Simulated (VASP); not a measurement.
Level of theory: PBE GGA, VASP's PBE PAW potentials (set 64) (plane waves; VASP 6.6.1).

VASP input:

### KPOINTS
```
Automatic mesh
0
G
 8 8 5
0 0 0
```

File POSCAR:
```
NiSb
1
    1.9387950000    -3.3580920000     0.0000000000
    1.9387950000     3.3580920000     0.0000000000
    0.0000000000     0.0000000000     5.0615860000
Ni Sb
2 2
Direct
  0.0000000000   0.0000000000   0.5000000000
  0.0000000000   0.0000000000   0.0000000000
  0.3333330000   0.6666670000   0.2500000000
  0.6666670000   0.3333330000   0.7500000000
```

INCAR:
```
SYSTEM = NiSb
PREC = Accurate
ENCUT = 300
EDIFF = 1E-6
NELM = 100
ALGO = Normal
LREAL = .FALSE.
LASPH = .TRUE.
ISMEAR = 0
SIGMA = 0.2
GGA = PE
LMAXMIX = 4
LWAVE = .FALSE.
LCHARG = .FALSE.
ISIF = 2
```

POTCAR, in this order: Ni Sb (PBE.64 set). Program: vasp_std.

At this cut-off the stress carries a Pulay error, which pulls relaxed volumes low. Unless said otherwise, spin-orbit coupling is left out, though it shifts the bands of the heavy elements here.

### Question
Predict the energy per atom (σ→0), pressure, band gap (on the k-mesh).

### Answer

The energy per atom (σ→0) is -5.051 eV/atom and the band gap (on the k-mesh) is none (metal, semimetal or under 0.01 eV). The pressure comes out as 9.00 GPa.

### OSZICAR
```
...
DAV:   9    -0.202230122683E+02    0.62367E-01   -0.23878E-01  1258   0.828E+00    0.641E-01
DAV:  10    -0.202237885631E+02   -0.77629E-03   -0.83107E-03  1221   0.778E-01    0.464E-01
DAV:  11    -0.202233879004E+02    0.40066E-03   -0.55712E-04  1596   0.220E-01    0.126E-01
DAV:  12    -0.202232626039E+02    0.12530E-03   -0.47724E-04  1641   0.334E-01    0.261E-02
DAV:  13    -0.202232643087E+02   -0.17048E-05   -0.48840E-05  1226   0.548E-02    0.241E-02
DAV:  14    -0.202232631479E+02    0.11607E-05   -0.99605E-07   708   0.137E-02    0.842E-03
DAV:  15    -0.202232631214E+02    0.26500E-07   -0.50440E-07   639   0.706E-03
   1 F= -.20223263E+02 E0= -.20202763E+02  d E =-.410005E-01
```

The structure is a typed NiSb crystal. The cell was not relaxed at this level, and its volume differs by -5.9 % from the start's. The run is not spin-polarised, so no magnetic state was tried.
